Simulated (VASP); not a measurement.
These are PBE GGA, VASP's PBE PAW potentials (set 64) (plane waves; VASP) values and carry that method's errors.

A VASP calculation is set up with these files.

**INCAR**
```
NEDOS = 601   # DOS grid
ISMEAR = -5   # tetrahedra, Bloechl
EDIFF = 1E-7
LREAL = .FALSE.   # projection in real space or not
LMAXMIX = 4
GGA = PE   # PBE
LASPH = .TRUE.
SYSTEM = CdTe
LWAVE = .FALSE.
LORBIT = 11
NELM = 100   # most electronic steps
ENCUT = 520   # plane-wave cut-off (eV)
ISIF = 2   # forces and stress, cell fixed
ALGO = Normal   # blocked Davidson
LCHARG = .TRUE.
PREC = Accurate
```

KPOINTS:
```
Regular mesh
0
Gamma
  8 8 8
0 0 0
```

### POSCAR
```
CdTe
1
    0.0000000000     3.3124350064     3.3124350064
    3.3124350064     0.0000000000     3.3124350064
    3.3124350064     3.3124350064     0.0000000000
Cd Te
1 1
Direct
  0.0000000000   0.0000000000   0.0000000000
  0.2500000000   0.2500000000   0.2500000000
```

POTCAR, in this order: Cd Te (PBE.64 set). Program: vasp_std.

Output of the run:

OUTCAR:
```
 ion  position               nearest neighbor table
   1  0.000  0.000  0.000-   2 2.87   2 2.87   2 2.87   2 2.87
   2  0.250  0.250  0.250-   1 2.87   1 2.87   1 2.87   1 2.87
  LATTYP: Found a face centered cubic cell.
 ALAT       =     6.6248700128
 Subroutine PRICEL returns:
 Original cell was already a primitive cell.
 Subroutine GETGRP returns: Found 24 space group operations
The static configuration has the point symmetry T_d .
The dynamic configuration has the point symmetry T_d .
 Subroutine INISYM returns: Found 24 space group operations
 Subroutine IBZKPT returns following result:
 Found     29 irreducible k-points:

 Following reciprocal coordinates:
            Coordinates               Weight
  0.000000  0.000000  0.000000      1.000000
  0.125000  0.000000  0.000000      8.000000
  0.250000  0.000000  0.000000      8.000000
  0.375000  0.000000  0.000000      8.000000
  0.500000  0.000000  0.000000      4.000000
  0.125000  0.125000  0.000000      6.000000
  0.250000  0.125000  0.000000     24.000000
  0.375000  0.125000  0.000000     24.000000
  0.500000  0.125000  0.000000     24.000000
 -0.375000  0.125000  0.000000     24.000000
 -0.250000  0.125000  0.000000     24.000000
 -0.125000  0.125000  0.000000     12.000000
  0.250000  0.250000  0.000000      6.000000
  0.375000  0.250000  0.000000     24.000000
  0.500000  0.250000  0.000000     24.000000
 -0.375000  0.250000  0.000000     24.000000
 -0.250000  0.250000  0.000000     12.000000
  0.375000  0.375000  0.000000      6.000000
  0.500000  0.375000  0.000000     24.000000
 -0.375000  0.375000  0.000000     12.000000
  0.500000  0.500000  0.000000      3.000000
  0.375000  0.250000  0.125000     24.000000
  0.500000  0.250000  0.125000     48.000000
 -0.375000  0.250000  0.125000     24.000000
  0.500000  0.375000  0.125000     24.000000
 -0.375000  0.375000  0.125000     48.000000
 -0.250000  0.375000  0.125000     24.000000
 -0.375000  0.500000  0.125000     12.000000
 -0.250000  0.500000  0.250000      6.000000
   k-points           NKPTS =     29   k-points in BZ     NKDIM =     29   number of bands    NBANDS=     13
   number of dos      NEDOS =    601   number of ions     NIONS =      2
   total plane-waves  NPLWV =  46656
   dimension x,y,z NGX =    36 NGY =   36 NGZ =   36
   dimension x,y,z NGXF=    72 NGYF=   72 NGZF=   72
   ions per type =               1   1
   PREC   = accura    normal or accurate (medium, high low for compatibility)
   ISTART =      0    job   : 0-new  1-cont  2-samecut
   ICHARG =      2    charge: 1-file 2-atom 10-const
   ISPIN  =      1    spin polarized calculation?
   LNONCOLLINEAR =      F non collinear calculations
   LSORBIT =      F    spin-orbit coupling
   INIWAV =      1    electr: 0-lowe 1-rand  2-diag
   ENCUT  =  520.0 eV  38.22 Ry    6.18 a.u.   8.71  8.71  8.71*2*pi/ulx,y,z
   NELM   =    100;   NELMIN=  2; NELMDL= -5     # of ELM steps
   EDIFF  = 0.1E-06   stopping-criterion for ELM
   LREAL  =      F    real-space projection
   NLSPLINE    = F    spline interpolate recip. space projectors
   LMAXMIX     =    4 max onsite mixed and CHGCAR
   VOSKOWN=      0    Vosko Wilk Nusair interpolation
   EDIFFG = 0.1E-05   stopping-criterion for IOM
   NSW    =      0    number of steps for IOM
   NBLOCK =      1;   KBLOCK =      1    inner block; outer block
   IBRION =     -1    ionic relax: 0-MD 1-quasi-New 2-CG
   NFREE  =      0    steps in history (QN), initial steepest desc. (CG)
   ISIF   =      2    stress and relaxation
   ISYM   =      2    0-nonsym 1-usesym 2-fastsym
   TEIN   =    0.0    initial temperature
   TEBEG  =    0.0;   TEEND  =   0.0 temperature during run
   SMASS  =  -3.00    Nose mass-parameter (am)
...
```

### OSZICAR
```
       N       E                     dE             d eps       ncg     rms          rms(c)
DAV:   1     0.100644949859E+03    0.10064E+03   -0.83849E+03   762   0.119E+03
DAV:   2    -0.969925864484E+00   -0.10161E+03   -0.98421E+02   839   0.277E+02
DAV:   3    -0.500463219824E+01   -0.40347E+01   -0.40231E+01   904   0.570E+01
DAV:   4    -0.504698914567E+01   -0.42357E-01   -0.42352E-01  1066   0.503E+00
DAV:   5    -0.504711110127E+01   -0.12196E-03   -0.12196E-03   909   0.263E-01    0.509E+00
DAV:   6    -0.482550154078E+01    0.22161E+00   -0.46782E-01   854   0.857E+00    0.420E+00
DAV:   7    -0.481082116101E+01    0.14680E-01   -0.11508E-01   849   0.245E+00    0.166E+00
DAV:   8    -0.481165778064E+01   -0.83662E-03   -0.97833E-03   779   0.135E+00    0.475E-01
DAV:   9    -0.481200768648E+01   -0.34991E-03   -0.99692E-04   864   0.355E-01    0.101E-01
DAV:  10    -0.481207578627E+01   -0.68100E-04   -0.12445E-04   834   0.116E-01    0.513E-02
DAV:  11    -0.481212119508E+01   -0.45409E-04   -0.85903E-05   777   0.627E-02    0.341E-02
DAV:  12    -0.481212013108E+01    0.10640E-05   -0.32911E-06   918   0.156E-02    0.190E-02
DAV:  13    -0.481212001863E+01    0.11245E-06   -0.63355E-07   814   0.433E-03    0.117E-02
DAV:  14    -0.481212006702E+01   -0.48388E-07   -0.89440E-07   794   0.620E-03
   1 F= -.48121201E+01 E0= -.48121201E+01  d E =0.000000E+00
```

### OUTCAR
```
------------------------ aborting loop because EDIFF is reached ----------------------------------------
  FORCE on cell =-STRESS in cart. coord.  units (eV):
  Direction    XX          YY          ZZ          XY          YZ          ZX
  --------------------------------------------------------------------------------------
  Total       -0.0009109     -0.0009109     -0.0009109     -0.0000000      0.0000000     -0.0000000
  in kB       -0.0200770     -0.0200770     -0.0200770     -0.0000000      0.0000000     -0.0000000
  external PRESSURE =      -0.0200770 kB  Pullay stress =       0.0000000 kB
  volume of cell :       72.69
      direct lattice vectors                 reciprocal lattice vectors
     0.000000000  3.312435006  3.312435006    -0.150946358  0.150946358  0.150946358
     3.312435006  0.000000000  3.312435006     0.150946358 -0.150946358  0.150946358
     3.312435006  3.312435006  0.000000000     0.150946358  0.150946358 -0.150946358
  FREE ENERGIE OF THE ION-ELECTRON SYSTEM (eV)
  ---------------------------------------------------
  free  energy   TOTEN  =        -4.8121200670 eV

  energy  without entropy=       -4.8121200670  energy(sigma->0) =       -4.81212007

 total charge

# of ion       s       p       d       tot
------------------------------------------
    1        0.462   0.282   9.533  10.276
    2        1.354   2.030   0.017   3.401
--------------------------------------------------
tot          1.815   2.312   9.550  13.677
```
(Selected blocks of OUTCAR.)

### OUTCAR
```
 val. band max:        1.7723718224   @ k =   0.0000   0.0000   0.0000

 cond. band min:       2.3460319727   @ k =   0.0000   0.0000   0.0000


 Fermi energy:         1.7860603412

 k-point     1 :       0.0000    0.0000    0.0000
  band No.  band energies     occupation
      1      -9.0461      2.00000
      2      -6.3094      2.00000
      3      -6.3094      2.00000
      4      -6.3094      2.00000
      5      -6.0946      2.00000
      6      -6.0946      2.00000
      7       1.7724      2.00000
      8       1.7724      2.00000
      9       1.7724      2.00000
     10       2.3460      0.00000
     11       6.4127      0.00000
     12       6.4127      0.00000
     13       6.4127      0.00000

 k-point     2 :       0.1250    0.0000    0.0000
  band No.  band energies     occupation
      1      -8.9963      2.00000
      2      -6.3003      2.00000
      3      -6.3003      2.00000
      4      -6.2671      2.00000
      5      -6.0953      2.00000
      6      -6.0953      2.00000
      7       0.5901      2.00000
      8       1.6531      2.00000
      9       1.6531      2.00000
     10       3.2454      0.00000
     11       6.3655      0.00000
     12       6.6054      0.00000
     13       6.6054      0.00000

 k-point     3 :       0.2500    0.0000    0.0000
  band No.  band energies     occupation
      1      -8.8760      2.00000
      2      -6.2801      2.00000
      3      -6.2801      2.00000
      4      -6.1305      2.00000
      5      -6.0947      2.00000
      6      -6.0947      2.00000
      7      -0.7859      2.00000
      8       1.3975      2.00000
      9       1.3975      2.00000
     10       3.6456      0.00000
     11       6.9227      0.00000
     12       6.9227      0.00000
     13       7.0178      0.00000

 k-point     4 :       0.3750    0.0000    0.0000
  band No.  band energies     occupation
      1      -8.7572      2.00000
      2      -6.2631      2.00000
      3      -6.2631      2.00000
...
```

Unless said otherwise, spin-orbit coupling is left out, though it shifts the bands of the heavy elements here.

The compound is CdTe in the zinc blende structure. It was relaxed first, which changed the volume by +7 %.
